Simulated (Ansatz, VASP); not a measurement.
## AlAg in two plane-wave programs

Wanted: the spread between two codes on one cell, functional and k mesh. The cell is taken from a series of runs on this material, whose earlier steps may have relaxed, scaled, displaced or heated it; both programs get it as it stands.

Main program and level: Ansatz 0.2.0; plane waves, with VASP 6.6.1 beside it; relaxation of cell and atoms at PBEsol and zone-centre phonons at PBEsol.

## Step 1: Set-up

Symmetry: P-6m2, No. 187, hexagonal system. The conventional cell has a = 2.926 Å, b = 2.926 Å, c = 4.370 Å, α = 90.00°, β = 90.00°, γ = 120.00°. Nearest to Al lie 6 Ag at 2.76 Å and 6 Al at 2.93 Å. Nearest to Ag lie 6 Al at 2.76 Å and 6 Ag at 2.93 Å. Farther neighbours are not listed.

## Step 2: VASP: relaxation of cell and atoms, PBEsol

The relaxed volume is the usual yardstick between codes: in a stiff, nearly cubic crystal its relative difference is about their pressure difference at one cell divided by the bulk modulus.

Lines of VASP's logs that name or quote its potential files are left out, and so is its time.

The input, INCAR:

```
SYSTEM = AlAg
PREC = Accurate
ENCUT = 500
EDIFF = 1E-07
NELM = 120
ISMEAR = 1
SIGMA = 0.15
LREAL = .FALSE.
ALGO = Normal
GGA = PS
NBANDS = 13
LASPH = .TRUE.
LORBIT = 11
LWAVE = .FALSE.
LCHARG = .FALSE.
ISIF = 3
IBRION = 2
NSW = 80
EDIFFG = -0.005
GGA_COMPAT = .FALSE.
NELMIN = 4
KPAR = 2
```

The input, POSCAR:

```
AlAg
1.0
    2.9255090000      0.0000000000      0.0000000000
   -1.4627550000      2.5335650000      0.0000000000
    0.0000000000      0.0000000000      4.3695240000
Al Ag
1 1
Direct
    0.0000000000      0.0000000000      0.5000000000
    0.6666669603      0.3333334649      0.0000000000
```

The input, KPOINTS:

```
Automatic mesh
0
Gamma
15 15 12
0 0 0
```

PAW data sets: Al and Ag (PBE family, release 64).

Launch:

```bash
> mpirun -np 2 vasp_std
```

Numbers of over 12 decimals in the logs are rounded to 6 here.

The program printed:

```text
[banner, memory and clock lines left out]
running    2 mpi-ranks, on    1 nodes
 distrk:  each k-point on    1 cores,    2 groups
 distr:  one band on    1 cores,    1 groups

 POSCAR found type information on POSCAR AlAg
 POSCAR found :  2 types and       2 ions
|                                                                             |
|               ----> ADVICE to this user running VASP <----                  |
|                                                                             |
|     You enforced a specific xc type in the INCAR file but a different       |
|     [... a line on the potential file left out ...]
|     I HOPE YOU KNOW WHAT YOU ARE DOING!                                     |
|                                                                             |

 LDA part: xc-table for (Slater+PW92), standard interpolation
 POSCAR, INCAR and KPOINTS ok, starting setup
 FFT: planning ... GRIDC
 FFT: planning ... GRID_SOFT
 FFT: planning ... GRID
 WAVECAR not read
 entering main loop
       N       E                     dE             d eps       ncg     rms          rms(c)
DAV:   1     0.499742378464E+02    0.49974E+02   -0.65634E+03  4914   0.957E+02
DAV:   2    -0.743971604366E+01   -0.57414E+02   -0.53178E+02  5679   0.187E+02
DAV:   3    -0.849174434643E+01   -0.10520E+01   -0.10497E+01  5982   0.256E+01
DAV:   4    -0.849640583608E+01   -0.46615E-02   -0.46613E-02  5649   0.197E+00
DAV:   5    -0.849646097252E+01   -0.55136E-04   -0.55135E-04  6024   0.224E-01    0.757E+00
DAV:   6    -0.762607968286E+01    0.87038E+00   -0.53061E+00  5419   0.251E+01    0.530E+00
DAV:   7    -0.756871034703E+01    0.57369E-01   -0.19399E-01  5209   0.527E+00    0.256E+00
DAV:   8    -0.755167908168E+01    0.17031E-01   -0.11078E-02  5654   0.750E-01    0.352E-01
DAV:   9    -0.755059869862E+01    0.10804E-02   -0.20047E-03  5629   0.511E-01    0.837E-02
DAV:  10    -0.755057387704E+01    0.24822E-04   -0.11279E-04  5879   0.775E-02    0.345E-02
DAV:  11    -0.755057390765E+01   -0.30608E-07   -0.55670E-06  5594   0.192E-02    0.198E-02
DAV:  12    -0.755057261588E+01    0.12918E-05   -0.14822E-06  5449   0.848E-03    0.346E-03
DAV:  13    -0.755057228595E+01    0.32994E-06   -0.34505E-07  4948   0.617E-03    0.549E-04
DAV:  14    -0.755057228180E+01    0.41441E-08   -0.14162E-08  2747   0.106E-03
   1 F= -.75505723E+01 E0= -.75502615E+01  d E =-.755057E+01
[...]
2 F= -.75506194E+01 E0= -.75503298E+01  d E =-.471598E-04
[...]
3 F= -.75506128E+01 E0= -.75503744E+01  d E =-.404841E-04
 curvature:  -0.10 expect dE=-0.229E-05 dE for cont linesearch -0.229E-05
 ZBRENT: interpolating
 opt :   1.9718  next Energy=    -7.550635 (dE=-0.631E-04)
 bond charge predicted
       N       E                     dE             d eps       ncg     rms          rms(c)
DAV:   1    -0.755079772535E+01   -0.18493E-03   -0.73271E-03  5754   0.672E-01    0.627E-02
DAV:   2    -0.755067972310E+01    0.11800E-03   -0.80557E-05  5384   0.817E-02    0.341E-02
DAV:   3    -0.755063485265E+01    0.44870E-04   -0.74637E-05  5619   0.710E-02    0.100E-02
DAV:   4    -0.755063456159E+01    0.29106E-06   -0.36394E-06  5239   0.168E-02    0.688E-03
DAV:   5    -0.755063445188E+01    0.10971E-06   -0.31394E-07  5504   0.379E-03    0.213E-03
DAV:   6    -0.755063446130E+01   -0.94192E-08   -0.26178E-08  2607   0.127E-03
   4 F= -.75506345E+01 E0= -.75503674E+01  d E =-.621795E-04
 curvature:  -0.68 expect dE=-0.895E-08 dE for cont linesearch -0.569E-09
 trial: gam=-0.00343 g(F)=  0.112E-41 g(S)=  0.131E-07 ort = 0.230E-06 (trialstep = 0.119E+01)
 search vector abs. value=  0.124E-07
 reached required accuracy - stopping structural energy minimisation
```

Parts of OUTCAR (step 2):

```text
ion  position               nearest neighbor table
   1  0.000  0.000  0.500-   2 2.76   2 2.76   2 2.76   2 2.76   2 2.76   2 2.76
   2  0.667  0.333  0.000-   1 2.76   1 2.76   1 2.76   1 2.76   1 2.76   1 2.76

  LATTYP: Found a hexagonal cell.
 ALAT       =     2.9255090000
 C/A-ratio  =     1.4935944480

 Subroutine GETGRP returns: Found 12 space group operations
 (whereof 12 operations were pure point group operations)

The static configuration has the point symmetry D_3h.

 Found    189 irreducible k-points:

   k-points           NKPTS =    189   k-points in BZ     NKDIM =    189   number of bands    NBANDS=     13

   dimension x,y,z NGX =    24 NGY =   24 NGZ =   32
   dimension x,y,z NGXF=    48 NGYF=   48 NGZF=   64

   ENCUT  =  500.0 eV  36.75 Ry    6.06 a.u.   5.33  5.33  7.97*2*pi/ulx,y,z

   NELECT =      14.0000    total number of electrons

 k-points in reciprocal lattice and weights: Automatic mesh
   0.00000000  0.00000000  0.00000000       0.000
   0.06666667  0.00000000  0.00000000       0.002
   0.13333333  0.00000000  0.00000000       0.002
   0.20000000  0.00000000  0.00000000       0.002
   0.26666667  0.00000000  0.00000000       0.002
   0.33333333  0.00000000  0.00000000       0.002
   0.40000000  0.00000000  0.00000000       0.002
   0.46666667  0.00000000  0.00000000       0.002
   0.06666667  0.06666667  0.00000000       0.002
[...]
0.33333333  0.26666667  0.50000000       0.004
   0.33333333  0.33333333  0.50000000       0.001

 average (electrostatic) potential at core
       1 -71.5529       2 -71.0620

 E-fermi :   9.2037

 k-point     1 :       0.0000    0.0000    0.0000
  band No.  band energies     occupation
    ...
      3       3.4258      2.00000
      4       3.4258      2.00000
      5       4.2079      2.00000
      6       4.2079      2.00000
      7       6.3600      2.00000
      8       9.5145     -0.01257
      9      20.0207      0.00000
     10      20.0207      0.00000
     11      21.0010      0.00000
     12      21.0010      0.00000
    ...

 k-point     2 :       0.0667    0.0000    0.0000
  band No.  band energies     occupation
    ...
      3       3.3872      2.00000
      4       3.4859      2.00000
      5       4.0364      2.00000
      6       4.1935      2.00000
      7       6.6181      2.00000
      8       9.5679     -0.00317
      9      18.4998      0.00000
     10      19.1542      0.00000
     11      20.6664      0.00000
     12      22.0256      0.00000
    ...

 k-point     3 :       0.1333    0.0000    0.0000
  band No.  band energies     occupation
    ...
      3       3.2982      2.00000
      4       3.6595      2.00000
      5       3.6731      2.00000
      6       4.1529      2.00000
      7       7.2409      2.00000
      8       9.7329     -0.00001
      9      16.2892      0.00000
     10      18.0826      0.00000
     11      20.0389      0.00000
     12      22.7987      0.00000
    ...

  Total       -0.0004772     -0.0004772     -0.0002996      0.0000000     -0.0000000      0.0000000
  in kB       -0.0236109     -0.0236109     -0.0148238      0.0000000     -0.0000000      0.0000000
  external PRESSURE =      -0.0206819 kB  Pullay stress =       0.0000000 kB

  energy-cutoff  :      500.00
  volume of cell :       32.38
      direct lattice vectors                 reciprocal lattice vectors
     2.922373300  0.000000001  0.000000000     0.342187632  0.197562198  0.000000000
    -1.461187149  2.530849404  0.000000000    -0.000000000  0.395124261  0.000000000
     0.000000000 -0.000000000  4.377838768     0.000000000  0.000000000  0.228423214

 POSITION                                       TOTAL-FORCE (eV/Angst)
 -----------------------------------------------------------------------------------
      0.00000     -0.00000      2.18892         0.000000      0.000000      0.000000
      1.46119      0.84362      0.00000        -0.000000     -0.000000      0.000000
 -----------------------------------------------------------------------------------
    total drift:                               -0.000183     -0.000093      0.000000

  FREE ENERGIE OF THE ION-ELECTRON SYSTEM (eV)
  ---------------------------------------------------
  free  energy   TOTEN  =        -7.5506344613 eV

  energy  without entropy=       -7.5498332388  energy(sigma->0) =       -7.55036739

 reached required accuracy - stopping structural energy minimisation

 total charge
# of ion       s       p       d       tot
------------------------------------------
    1        0.413   0.342   0.000   0.755
    2        0.436   0.435   9.099   9.970
--------------------------------------------------
tot          0.849   0.777   9.099  10.725

[... 3 further parts left out ...]
```

CONTCAR:

```
AlAg
   1.00000000000000
     2.9223732995965475    0.0000000006188315    0.0000000000000000
    -1.4611871487264259    2.5308494038458931    0.0000000000000000
     0.0000000000000000   -0.0000000000000000    4.3778387683759519
  Al              Ag
     1     1
Direct
     0.0000000000000000    0.0000000000000000    0.5000000000000000
     0.6666669602999988    0.3333334649000008    0.0000000000000000
```

## Step 3: Ansatz: relaxation of cell and atoms, PBEsol

Ansatz runs on norm-conserving files, of PseudoDojo where its log says so.

The same cell, functional, mesh and smearing now go to Ansatz, which takes its cutoff from its data sets.

The input, input.yaml:

```yaml
crystal:
  lattice:
    - [2.9255091752, 0.0, 0.0]
    - [-1.4627545876, 2.5335652648, 0.0]
    - [0.0, 0.0, 4.3695241737]
  atoms:
    - { symbol: Al, position: [0.0, 0.0, 0.5] }
    - { symbol: Ag, position: [0.6666666667, 0.3333333333, 0.0] }
kpoints:
  mp_grid: { grid: [15, 15, 12] }
hamiltonian:
  xc: pbesol
  pseudopotentials: { kind: nc }
scf:
  occupations: { method: methfessel_paxton, width: 0.15 }
output:
  forces: true
  stress: true
  eigenvalues: true
relax:
  adjacent_minimum: "off"
  f_tol: 0.001
  max_steps: 60
  cell: { stress_tol: 0.01 }
```

Launch:

```bash
> ansatz run input.yaml --threads 4 --pin off --max-ram 7168MiB --backend cpu --events-out ev --progress --plain --runs-dir out
```

The program printed:

```text
Engine: ansatz 0.2.0, aarch64-unknown-linux-gnu
Pseudopotentials: kind: nc
Pseudopotential: Al, nc, valence charge 3, recommended cutoff 544.227725 eV (normal), Al.nc.azcp (PseudoDojo's, or run here from an input of PseudoDojo's: the run reads no file of this project's for it)
Pseudopotential: Ag, nc, valence charge 19, recommended cutoff 1115.666836 eV (normal), Ag.nc.azcp (PseudoDojo's, or run here from an input of PseudoDojo's: the run reads no file of this project's for it)
Functional definition: PBEsol
  exchange = pbesol_x
  correlation = pbesol_c
Crystal: 2 atoms, lattice volume = 32.387 Å³
Basis set: ecut = 1115.666836 eV, 2705 PW (Γ), exchange–correlation on 64×64×96 points (8 copies of the dense FFT grid, shifted against one another)
Bands: 15, of which v1, the nominal top of the filled ones, is band 11 counted from 1 (10 counted from 0)
Symmetry: 12 space group operations
Space group: P-6m2 (ITA 187), of the structure as read, at distance tolerance 3.2e-5 Å
k-points: 189 of 2700 (time reversal used)
Non-local potential: Al, projectors of the file, l = 0: 2, l = 1: 2, l = 2: 2
Non-local potential: Ag, projectors of the file, l = 0: 2, l = 1: 2, l = 2: 2
Initial density: superposition of atomic densities (chi_scale 0.1, normalization cell, long waves kept (reshape's long-wave potential 0.00 eV rms))
Initial wavefunctions: pseudopotential atomic-orbital guess
Functional: x = pbesol(κ = 0.804, μ = 0.123457), c = pbesol(β = 0.046)
SCF iter   1: F=—  HF=-4279.427150 eV  |F-HF|=—  |Δ(HF+E_count)|=         —  Δρ=1.07e-1  dr2=5.13e0  ethr=3.10e-3  ⟨swp⟩=5.6  Hψ=15342  notcnv=0
preconditioner: auto → none  [metal: Δε(μ)=0.057 eV  Ē_g=9.216 eV  σ=0.150 eV  W_gap=0.31  n_scr=8 (ndim 8)  ℏωp=24.4 eV  f_vac=0.000  D(μ)=0.51/eV (n_scr^D=2)  sad-step TF]
SCF iter   2: F=—  HF=-4278.370953 eV  |F-HF|=—  |Δ(HF+E_count)|=    1.06e0  S|Δr|=    0.00e0  Δρ=3.11e-2  dr2=2.93e-1  ethr=3.10e-3  ⟨swp⟩=3.0  Hψ=8051  notcnv=0  defer=1
SCF iter   3: F=—  HF=-4278.283925 eV  |F-HF|=—  |Δ(HF+E_count)|=   8.70e-2  S|Δr|=    0.00e0  Δρ=1.07e-2  dr2=1.87e-2  ethr=1.33e-3  ⟨swp⟩=2.1  Hψ=4868  notcnv=0  defer=2
SCF iter   4: F=—  HF=-4278.279865 eV  |F-HF|=—  |Δ(HF+E_count)|=   4.06e-3  S|Δr|=    0.00e0  Δρ=3.31e-3  dr2=3.16e-3  ethr=8.48e-5  ⟨swp⟩=2.1  Hψ=3982  notcnv=0  defer=2
SCF iter   5: F=—  HF=-4278.279136 eV  |F-HF|=—  |Δ(HF+E_count)|=   7.29e-4  S|Δr|=    0.00e0  Δρ=4.33e-4  dr2=1.48e-5  ethr=1.44e-5  ⟨swp⟩=2.2  Hψ=4199  notcnv=0  defer=2
SCF iter   6: F=—  HF=-4278.279133 eV  |F-HF|=—  |Δ(HF+E_count)|=   3.61e-6  S|Δr|=    0.00e0  Δρ=7.31e-5  dr2=2.76e-6  ethr=6.72e-8  ⟨swp⟩=2.0  Hψ=4916  notcnv=0  defer=2
SCF iter   7: F=—  HF=-4278.279132 eV  |F-HF|=—  |Δ(HF+E_count)|=   6.47e-7  S|Δr|=    0.00e0  Δρ=1.41e-5  dr2=1.10e-7  ethr=1.26e-8  ⟨swp⟩=2.5  Hψ=4053  notcnv=0  defer=2
SCF iter   8: F=-4278.279132 eV  HF=-4278.279132 eV  |F-HF|=1.25e-9  |Δ(HF+E_count)|=   2.89e-8  S|Δr|=    0.00e0  Δρ=1.92e-6  dr2=1.35e-9  ethr=4.55e-10  ⟨swp⟩=6.6  Hψ=14378  notcnv=0
SCF 1 converged in 8 iterations: F = -4278.279132 eV  dr2 = 1.35e-9
relax step   1: F+E_penalty+E_count = -4278.27913199 eV  Δ(F+E_penalty+E_count) = +0.000e0 eV  max|allowed force component| = 1.133e-16 eV/Å  Δτ_max = 0.0000 Å  P = -0.032 GPa  Ω = 32.387 Å³  (8 SCF iters, dr2 threshold 1.00e-7 eV, accepted)
[...]
relax step   2: F+E_penalty+E_count = -4278.27918157 eV  Δ(F+E_penalty+E_count) = -4.959e-5 eV  max|allowed force component| = 3.701e-17 eV/Å  Δτ_max = 0.0000 Å  P = +0.050 GPa  Ω = 32.358 Å³  energy of the carried Pulay correction = +1.825e-5 eV  (4 SCF iters, dr2 threshold 3.61e-8 eV, accepted)
[...]
relax step   3: F+E_penalty+E_count = -4278.27916056 eV  Δ(F+E_penalty+E_count) = +2.101e-5 eV  max|allowed force component| = 1.388e-17 eV/Å  Δτ_max = 0.0000 Å  P = -0.060 GPa  Ω = 32.390 Å³  energy of the carried Pulay correction = -1.489e-6 eV  (4 SCF iters, dr2 threshold 1.33e-8 eV, rejected (line search))
[...]
relax step   4: F+E_penalty+E_count = -4278.27917539 eV  Δ(F+E_penalty+E_count) = +6.181e-6 eV  max|allowed force component| = 9.252e-17 eV/Å  Δτ_max = 0.0000 Å  P = -0.000 GPa  Ω = 32.373 Å³  energy of the carried Pulay correction = +9.193e-6 eV  (7 SCF iters, accepted)
[...]
relax step   5: F+E_penalty+E_count = -4278.27916857 eV  Δ(F+E_penalty+E_count) = +6.827e-6 eV  max|allowed force component| = 9.252e-17 eV/Å  Δτ_max = 0.0000 Å  P = -0.001 GPa  Ω = 32.373 Å³  stress off target by 2.67e-3 GPa  SCF on the basis re-selected at this cell (its energy is not comparable with the rows above)  (6 SCF iters)
basis re-selected at this cell: Δ(F+E_penalty+E_count) = +6.827e-6 eV, ΔP = -0.001 GPa vs the last step (what re-selecting the basis moved, of the pressure what is left beyond the Pulay correction that the steps carried, after the strain that the cell walked since its last selection, with what the two solves' SCF thresholds leave and, on support functions, any second-order correction that the steps lacked; it is no m [...]
SCF converged after 6 iterations
Stability not checked: this state was not tested for a lower state beside it, because cold or Methfessel-Paxton smearing, or corrected tetrahedra, fill the levels in a way that the test cannot read (fill_not_monotonic; see scf.lower_state_search)
Free energy (F): -4278.279169 eV
Harris-Foulkes:  -4278.279169 eV  (|F-HF|=1.82e-12)
Internal energy: -4278.278339 eV  (E = F + TS)
E sigma→0 (E₀):  -4278.278961 eV
Entropy (-TS):   -0.000829 eV (-0.415 meV/atom)
Fermi energy:    13.908751 eV
--- Per-component energies (eV) ---
  E_band       = -295.885566
  E_kinetic    = 1459.902996
  E_local      = -4018.534737  (includes V_loc(G=0)·N_el)
  E_nonlocal   = -43.637626
  E_hartree    = 1431.222140
  E_xc         = -655.608760
  E_vxc        = -556.060521  (∫ρ·V_xc dr)
  E_ewald      = -2451.622353
  E_smearing   = -0.000829  (= −TS)
  E_closure    = -0.000000  (closes the sum)
  Σ components = -4278.279169   (vs F -4278.279169, Δ=0.00e0)
--- Forces (eV/Å), atoms counted from 1 ---
  atom   1  Al     0.00000000     0.00000000     0.00000000
  atom   2  Ag    -0.00000000     0.00000000     0.00000000
  max |Σ_I F_I| component: 2.22e-16 eV/Å
--- Stress (GPa, compression-positive) ---
       -0.002545       0.000000      -0.000000
       -0.000000      -0.002545       0.000000
       -0.000000       0.000000       0.002673
  P = ⅓ Tr σ = -0.0008 GPa (-0.008 kbar)
--- Band table (eV; the first three rows and the last of 189) ---
  k-point 0: bands = [... 7 lower, 8.1466, 8.9371, 8.9371, 11.0604, 14.2341, 24.7221, 24.7221, 25.6734]
  k-point 1: bands = [... 7 lower, 8.1469, 8.9345, 8.9345, 10.6372, 14.7515, 24.7869, 24.7869, 25.6477]
  k-point 2: bands = [... 7 lower, 8.1479, 8.9274, 8.9274, 9.7968, 15.8795, 24.9672, 24.9672, 25.5891]
  k-point 188: bands = [... 7 lower, 8.2193, 8.5325, 11.8704, 13.8216, 14.8077, 15.2018, 16.1665, 16.2619]
--- Relaxed structure (4 steps of the walk, 3 accepted, 1 SCFs on fresh bases) ---
  F+E_penalty+E_count = -4278.27916857 eV   max|allowed force component| = 9.252e-17 eV/Å   (the final SCF, on the basis selected at the relaxed cell)
  cell:  # Å, volume = 32.3729 Å³
    - [2.923012, -2.7723675375679394e-19, 0]
    - [-1.461506, 2.531403, 0]
    - [0, 0, 4.375122]
  atoms:
    - { symbol: Al, position: [-2.7755575615628907e-17, 0, 0.5] }
    - { symbol: Ag, position: [0.666667, 0.333333, 0.0] }
```

## Step 4: Side by side

Known differences besides the potentials themselves: the data sets hold 22 valence electrons in Ansatz (on norm-conserving files, of PseudoDojo where its log says so) and 14 in VASP; the cutoff is 1115.67 eV in Ansatz and 500 eV in VASP; Ansatz adds a Pulay correction to the stress that steers its cell, VASP none. Total energies have different zeros and are not compared.

Both answers:

| quantity | Ansatz | VASP | difference |
| --- | --- | --- | --- |
| volume (Å³) | 32.37 | 32.38 | -0.02 % |
| edge a after relaxation, in the typed setting (Å) | 2.923 | 2.922 | +0.02 % |
| edge c after relaxation, in the typed setting (Å) | 4.375 | 4.378 | -0.06 % |

[end of part 1 of 2]

[Lines on the potential files, build, host, timing and source positions are cut from VASP's logs without a mark.]

[Logs are printed without paths, hosts, clocks, repeated set-up lines and the standing remarks that a program may print on its own settings, such as how far it seeks lower states.]

[Hosts, paths, dates, database ids (printed as entryN), source tags and the programs' standing remarks are cut or masked in the printed files.]
